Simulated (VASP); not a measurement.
VASP runs on Ge₂Os (a trial cell in the fluorite structure, space group Fm-3m) share one base input (PBE GGA, plane waves, VASP's PBE PAW potentials (set 64)) and change the settings named in each case.

File KPOINTS:
```
Automatic
0
G
  8 8 8
0 0 0
```

POSCAR:
```
Ge2Os
1
    0.0000000000     3.0825070000     3.0825070000
    3.0825070000     0.0000000000     3.0825070000
    3.0825070000     3.0825070000     0.0000000000
Os Ge
1 2
Direct
  0.0000000000   0.0000000000   0.0000000000
  0.2500000000   0.2500000000   0.2500000000
  0.7500000000   0.7500000000   0.7500000000
```

### INCAR
```
! general
SYSTEM  = Ge2Os
PREC    = Accurate
ENCUT   = 400
LREAL   = .False.
LASPH   = .True.

! electronic loop
EDIFF   = 1E-6
NELM    = 100
ALGO    = Normal
LMAXMIX = 6

! smearing
ISMEAR  = 1
SIGMA   = 0.1

! functional
GGA     = PE

! ions
ISIF    = 2

! output
LWAVE   = .False.
LCHARG  = .False.
```

POTCAR, in this order: Os Ge_d (PBE.64 set). Program: vasp_std.

| change | E(σ→0) (eV/atom) | pressure (GPa) | −TS (eV) |
|---|---|---|---|
| base run | -6.4959 | -10.91 | 0.0019 |
| IVDW = 11 | -6.7816 | -13.75 | 0.0019 |
| GGA = RP | -6.0651 | -8.85 | 0.0014 |
| GGA removed, LMIXTAU = .TRUE., METAGGA = TPSS | -12.0901 | -16.99 | 0.0007 |
| GGA = 91 | -6.5017 | -10.25 | 0.0022 |
| GGA = RE | -6.1403 | -9.43 | 0.0015 |
| AGGAC = 0.0, GGA = BO, LUSE_VDW = .TRUE., PARAM1 = 0.1833333333, PARAM2 = 0.22 | -3.3043 | -10.21 | 0.0023 |
 Energies of different potentials or functionals have different zeros. Unless said otherwise, spin-orbit coupling is left out, though it shifts the bands of the heavy elements here.

Left out are runs that ran out of time, are held back, or changed the cell or the kind of run, fixed moments of cells without a moment, rows past the twelfth, gaps on odd meshes, pressures of charged cells and columns that move by less than the noise.

The structure was generated: Ge2Os was put into the fluorite type (Fm-3m), which need not be its known phase. The cell was not relaxed at this level.
